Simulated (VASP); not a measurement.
VASP input:

### KPOINTS
```
Automatic mesh
0
Gamma
12 12 12
0 0 0
```

INCAR:
```
SYSTEM = Nb
PREC = Accurate
ENCUT = 400
EDIFF = 1E-6
NELM = 100
ALGO = Normal
LREAL = .FALSE.
LASPH = .TRUE.
ISMEAR = 1
SIGMA = 0.1
GGA = PE
LMAXMIX = 4
LWAVE = .FALSE.
LCHARG = .FALSE.
ISIF = 2
```

POSCAR:
```
Nb
1
   -1.6500180441     1.6499856988     1.6500027707
    1.6500036869    -1.6500289018     1.6499974214
    1.6500063007     1.6500248849    -1.6500036967
Nb
1
Direct
  0.0000000000   0.0000000000   0.0000000000
```

POTCAR, in this order: Nb_sv (PBE.64 set). Program: vasp_std.

Question: One choice in this input is risky. Which, and does it do harm here?

Answer: The risk: the lattice vectors carry noise near SYMPREC. Here it does no harm: the run (PBE GGA, plane waves, VASP's PBE PAW potentials (set 64)) converges to the same energy and pressure as with the safe setting.
**OSZICAR**
```
       N       E                     dE             d eps       ncg     rms          rms(c)
DAV:   1     0.927717325743E+02    0.92772E+02   -0.66649E+03  1488   0.107E+03
DAV:   2    -0.671110676146E+01   -0.99483E+02   -0.96859E+02  1600   0.377E+02
DAV:   3    -0.104428270470E+02   -0.37317E+01   -0.35846E+01  2108   0.626E+01
DAV:   4    -0.106356524370E+02   -0.19283E+00   -0.19237E+00  1974   0.129E+01
DAV:   5    -0.106448099723E+02   -0.91575E-02   -0.91542E-02  2132   0.209E+00    0.744E+00
DAV:   6    -0.102685001490E+02    0.37631E+00   -0.74334E-01  2198   0.110E+01    0.263E+00
DAV:   7    -0.102209345863E+02    0.47566E-01   -0.24090E-01  2236   0.615E+00    0.952E-01
DAV:   8    -0.102252430658E+02   -0.43085E-02   -0.10809E-02  1642   0.157E+00    0.699E-02
DAV:   9    -0.102252865902E+02   -0.43524E-04   -0.91027E-04  2488   0.344E-01    0.380E-02
DAV:  10    -0.102253000409E+02   -0.13451E-04   -0.21773E-05  1694   0.679E-02    0.118E-02
DAV:  11    -0.102252924043E+02    0.76365E-05   -0.32052E-06  1620   0.316E-02    0.196E-03
DAV:  12    -0.102252925556E+02   -0.15129E-06   -0.75334E-08   836   0.425E-03
   1 F= -.10225293E+02 E0= -.10225578E+02  d E =0.856236E-03
```

The compound is Nb in the bcc structure. The cell was not relaxed at this level.
